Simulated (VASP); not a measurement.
A convergence study with VASP on P (black): one setting is varied, all else stays as given below, so the limit is that of these other settings.

```
CELL_PARAMETERS angstrom
      1.65500    -5.24000     0.00000
      1.65500     5.24000     0.00000
      0.00000     0.00000     4.38000
ATOMIC_POSITIONS crystal
  P  0.10170 0.89830 0.91940
  P  0.39830 0.60170 0.41940
  P  0.60170 0.39830 0.58060
  P  0.89830 0.10170 0.08060
```

All values below come from PBE GGA, VASP's PBE PAW potentials (set 64) (plane waves; VASP). The tightest run used: 550 eV cut-off, 16×16×12 Γ-centred mesh, Gaussian smearing of 0.050 eV, potentials P.

**Question.** The settings run are 1×1×1 mesh; 2×2×2 mesh; 3×3×2 mesh; 4×4×3 mesh; 5×5×4 mesh; 6×6×4 mesh; 7×7×5 mesh; 8×8×6 mesh; 9×9×7 mesh; 10×10×8 mesh; 11×11×8 mesh; 12×12×9 mesh; 13×13×10 mesh; 14×14×10 mesh; 15×15×11 mesh; 16×16×12 mesh. From which on does the energy per atom stay within 0.005 eV/atom of the tightest run?

**Answer.** From 6×6×4 mesh on: it is off by 0.0032 there and by no more than 0.005 in any finer run, while 5×5×4 mesh is off by 0.0072.
```json
[
 {"setting": "1×1×1 mesh", "E (eV/atom)": "-4.2169", "pressure (GPa)": "11.68", "largest force (eV/Å)": "3.000", "irreducible k-points": "1", "difference judged (eV/atom)": "1.1499"},
 {"setting": "2×2×2 mesh", "E (eV/atom)": "-5.0735", "pressure (GPa)": "3.67", "largest force (eV/Å)": "0.241", "irreducible k-points": "6", "difference judged (eV/atom)": "0.2933"},
 {"setting": "3×3×2 mesh", "E (eV/atom)": "-5.3121", "pressure (GPa)": "2.46", "largest force (eV/Å)": "0.300", "irreducible k-points": "8", "difference judged (eV/atom)": "0.0546"},
 {"setting": "4×4×3 mesh", "E (eV/atom)": "-5.3392", "pressure (GPa)": "1.94", "largest force (eV/Å)": "0.104", "irreducible k-points": "14", "difference judged (eV/atom)": "0.0276"},
 {"setting": "5×5×4 mesh", "E (eV/atom)": "-5.3596", "pressure (GPa)": "2.08", "largest force (eV/Å)": "0.045", "irreducible k-points": "27", "difference judged (eV/atom)": "0.0072"},
 {"setting": "6×6×4 mesh", "E (eV/atom)": "-5.3636", "pressure (GPa)": "1.97", "largest force (eV/Å)": "0.059", "irreducible k-points": "39", "difference judged (eV/atom)": "0.0032"},
 {"setting": "7×7×5 mesh", "E (eV/atom)": "-5.3648", "pressure (GPa)": "1.90", "largest force (eV/Å)": "0.048", "irreducible k-points": "48", "difference judged (eV/atom)": "0.0020"},
 {"setting": "8×8×6 mesh", "E (eV/atom)": "-5.3661", "pressure (GPa)": "1.92", "largest force (eV/Å)": "0.053", "irreducible k-points": "84", "difference judged (eV/atom)": "0.0007"},
 {"setting": "9×9×7 mesh", "E (eV/atom)": "-5.3664", "pressure (GPa)": "1.89", "largest force (eV/Å)": "0.056", "irreducible k-points": "100", "difference judged (eV/atom)": "0.0003"},
 {"setting": "10×10×8 mesh", "E (eV/atom)": "-5.3665", "pressure (GPa)": "1.90", "largest force (eV/Å)": "0.055", "irreducible k-points": "155", "difference judged (eV/atom)": "0.0002"},
 {"setting": "11×11×8 mesh", "E (eV/atom)": "-5.3666", "pressure (GPa)": "1.89", "largest force (eV/Å)": "0.063", "irreducible k-points": "180", "difference judged (eV/atom)": "0.0002"},
 {"setting": "12×12×9 mesh", "E (eV/atom)": "-5.3667", "pressure (GPa)": "1.87", "largest force (eV/Å)": "0.061", "irreducible k-points": "215", "difference judged (eV/atom)": "0.0001"},
 {"setting": "13×13×10 mesh", "E (eV/atom)": "-5.3667", "pressure (GPa)": "1.88", "largest force (eV/Å)": "0.062", "irreducible k-points": "294", "difference judged (eV/atom)": "0.0000"},
 {"setting": "14×14×10 mesh", "E (eV/atom)": "-5.3667", "pressure (GPa)": "1.88", "largest force (eV/Å)": "0.063", "irreducible k-points": "342", "difference judged (eV/atom)": "0.0000"},
 {"setting": "15×15×11 mesh", "E (eV/atom)": "-5.3668", "pressure (GPa)": "1.88", "largest force (eV/Å)": "0.061", "irreducible k-points": "384", "difference judged (eV/atom)": "0.0000"},
 {"setting": "16×16×12 mesh", "E (eV/atom)": "-5.3668", "pressure (GPa)": "1.89", "largest force (eV/Å)": "0.061", "irreducible k-points": "511", "difference judged (eV/atom)": "0.0000"}
]
```

Left out are rungs that failed or repeat a setting and relaxations that didn't move; long series are thinned to 24 rows.

The compound is P in the black structure. The cell was not relaxed at this level, forces remain on its atoms.
